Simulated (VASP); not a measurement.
Output of a VASP run:

**OUTCAR**
```
 ion  position               nearest neighbor table
   1  0.000  0.000  0.000-   2 2.49   2 2.49   2 2.49   2 2.49
   2  0.250  0.250  0.250-   1 2.49   1 2.49   1 2.49   1 2.49
  LATTYP: Found a face centered cubic cell.
 ALAT       =     5.7462867572
 Subroutine PRICEL returns:
 Original cell was already a primitive cell.
 Subroutine GETGRP returns: Found 24 space group operations
The static configuration has the point symmetry T_d .
The dynamic configuration has the point symmetry T_d .
 Subroutine INISYM returns: Found 24 space group operations
 Subroutine IBZKPT returns following result:
 Found     29 irreducible k-points:

 Following reciprocal coordinates:
            Coordinates               Weight
  0.000000  0.000000  0.000000      1.000000
  0.125000  0.000000  0.000000      8.000000
  0.250000  0.000000  0.000000      8.000000
  0.375000  0.000000  0.000000      8.000000
  0.500000  0.000000  0.000000      4.000000
  0.125000  0.125000  0.000000      6.000000
  0.250000  0.125000  0.000000     24.000000
  0.375000  0.125000  0.000000     24.000000
  0.500000  0.125000  0.000000     24.000000
 -0.375000  0.125000  0.000000     24.000000
 -0.250000  0.125000  0.000000     24.000000
 -0.125000  0.125000  0.000000     12.000000
  0.250000  0.250000  0.000000      6.000000
  0.375000  0.250000  0.000000     24.000000
  0.500000  0.250000  0.000000     24.000000
 -0.375000  0.250000  0.000000     24.000000
 -0.250000  0.250000  0.000000     12.000000
  0.375000  0.375000  0.000000      6.000000
  0.500000  0.375000  0.000000     24.000000
 -0.375000  0.375000  0.000000     12.000000
  0.500000  0.500000  0.000000      3.000000
  0.375000  0.250000  0.125000     24.000000
  0.500000  0.250000  0.125000     48.000000
 -0.375000  0.250000  0.125000     24.000000
  0.500000  0.375000  0.125000     24.000000
 -0.375000  0.375000  0.125000     48.000000
 -0.250000  0.375000  0.125000     24.000000
 -0.375000  0.500000  0.125000     12.000000
 -0.250000  0.500000  0.250000      6.000000
   k-points           NKPTS =     29   k-points in BZ     NKDIM =     29   number of bands    NBANDS=     13
   number of dos      NEDOS =    301   number of ions     NIONS =      2
   total plane-waves  NPLWV =  27000
   dimension x,y,z NGX =    30 NGY =   30 NGZ =   30
   dimension x,y,z NGXF=    60 NGYF=   60 NGZF=   60
   ions per type =               1   1
   PREC   = accura    normal or accurate (medium, high low for compatibility)
   ISTART =      0    job   : 0-new  1-cont  2-samecut
   ICHARG =      2    charge: 1-file 2-atom 10-const
   ISPIN  =      1    spin polarized calculation?
   LNONCOLLINEAR =      F non collinear calculations
   LSORBIT =      F    spin-orbit coupling
   INIWAV =      1    electr: 0-lowe 1-rand  2-diag
   ENCUT  =  520.0 eV  38.22 Ry    6.18 a.u.   7.55  7.55  7.55*2*pi/ulx,y,z
   NELM   =    100;   NELMIN=  2; NELMDL= -5     # of ELM steps
   EDIFF  = 0.1E-06   stopping-criterion for ELM
   LREAL  =      F    real-space projection
   NLSPLINE    = F    spline interpolate recip. space projectors
   LMAXMIX     =    4 max onsite mixed and CHGCAR
   VOSKOWN=      0    Vosko Wilk Nusair interpolation
   EDIFFG = 0.1E-05   stopping-criterion for IOM
   NSW    =      0    number of steps for IOM
   NBLOCK =      1;   KBLOCK =      1    inner block; outer block
   IBRION =     -1    ionic relax: 0-MD 1-quasi-New 2-CG
   NFREE  =      0    steps in history (QN), initial steepest desc. (CG)
   ISIF   =      2    stress and relaxation
   ISYM   =      2    0-nonsym 1-usesym 2-fastsym
   TEIN   =    0.0    initial temperature
   TEBEG  =    0.0;   TEEND  =   0.0 temperature during run
   SMASS  =  -3.00    Nose mass-parameter (am)
   PSTRESS=    0.0 pullay stress
   NELECT =      18.0000    total number of electrons
   EFERMI =   0.00;   METHOD = LEGACY
   ISMEAR =     0;   SIGMA  =   0.05  broadening in eV -4-tet -1-fermi 0-gaus
   IALGO  =     38    algorithm
...
```

File OSZICAR:
```
       N       E                     dE             d eps       ncg     rms          rms(c)
DAV:   1     0.111671119378E+03    0.11167E+03   -0.94317E+03   778   0.128E+03
DAV:   2    -0.169118530422E+01   -0.11336E+03   -0.10789E+03   884   0.299E+02
DAV:   3    -0.655931425154E+01   -0.48681E+01   -0.48515E+01   869   0.638E+01
DAV:   4    -0.659494292079E+01   -0.35629E-01   -0.35620E-01   864   0.544E+00
DAV:   5    -0.659542239669E+01   -0.47948E-03   -0.47947E-03   889   0.626E-01    0.931E+00
DAV:   6    -0.607581868157E+01    0.51960E+00   -0.10236E+00  1095   0.147E+01    0.717E+00
DAV:   7    -0.605521514719E+01    0.20604E-01   -0.23740E-01   789   0.393E+00    0.340E+00
DAV:   8    -0.605542827799E+01   -0.21313E-03   -0.24645E-02   784   0.246E+00    0.360E-01
DAV:   9    -0.605518007934E+01    0.24820E-03   -0.34416E-03   884   0.104E+00    0.967E-02
DAV:  10    -0.605529776315E+01   -0.11768E-03   -0.31088E-04   799   0.212E-01    0.700E-02
DAV:  11    -0.605536029739E+01   -0.62534E-04   -0.94830E-05   792   0.118E-01    0.306E-02
DAV:  12    -0.605536045782E+01   -0.16042E-06   -0.54171E-05   849   0.105E-01    0.880E-03
DAV:  13    -0.605536131116E+01   -0.85335E-06   -0.49232E-06   779   0.245E-02    0.217E-03
DAV:  14    -0.605536137025E+01   -0.59088E-07   -0.26599E-07   906   0.462E-03
   1 F= -.66039677E+01 E0= -.66039677E+01  d E =-.936243E-14
```

OUTCAR:
```
------------------------ aborting loop because EDIFF is reached ----------------------------------------
 Edisp (eV)   -0.54861
  FORCE on cell =-STRESS in cart. coord.  units (eV):
  Direction    XX          YY          ZZ          XY          YZ          ZX
  --------------------------------------------------------------------------------------
  Total       1.27557     1.27557     1.27557     0.00000     0.00000    -0.00000
  in kB      43.08358    43.08358    43.08358     0.00000     0.00000    -0.00000
  external pressure =       43.08 kB  Pullay stress =        0.00 kB
  volume of cell :       47.44
      direct lattice vectors                 reciprocal lattice vectors
     0.000000000  2.873143379  2.873143379    -0.174025426  0.174025426  0.174025426
     2.873143379  0.000000000  2.873143379     0.174025426 -0.174025426  0.174025426
     2.873143379  2.873143379  0.000000000     0.174025426  0.174025426 -0.174025426
  FREE ENERGIE OF THE ION-ELECTRON SYSTEM (eV)
  ---------------------------------------------------
  free  energy   TOTEN  =        -6.6039676678 eV

  energy  without entropy=       -6.6039676678  energy(sigma->0) =       -6.60396767
```
(Selected blocks of OUTCAR.)

File POSCAR:
```
CdS
1
    0.0000000000     2.8731433786     2.8731433786
    2.8731433786     0.0000000000     2.8731433786
    2.8731433786     2.8731433786     0.0000000000
Cd S
1 1
Direct
  0.0000000000   0.0000000000   0.0000000000
  0.2500000000   0.2500000000   0.2500000000
```

Q: Write an INCAR and KPOINTS that could have produced this output.

A: One answer among several that fit: the input of the run itself, PBE GGA with D3 dispersion (zero damping), plane waves, VASP's PBE PAW potentials (set 64).

KPOINTS:
```
Automatic mesh
0
Gamma
8 8 8
0 0 0
```

**INCAR**
```
ALGO  =  Normal
EDIFF  =  1E-7
ENCUT  =  520
GGA  =  PE
ISIF  =  2
ISMEAR  =  0
IVDW  =  11
LASPH  =  T
LCHARG  =  F
LMAXMIX  =  4
LREAL  =  F
LWAVE  =  F
NELM  =  100
PREC  =  Accurate
SIGMA  =  0.05
SYSTEM  =  CdS
```

POTCAR, in this order: Cd S (PBE.64 set). Program: vasp_std.

The compound is CdS in the zinc blende structure, a metastable form; wurtzite is the usual one. This cell is one point of a volume scan, at 0.94 of the reference volume.
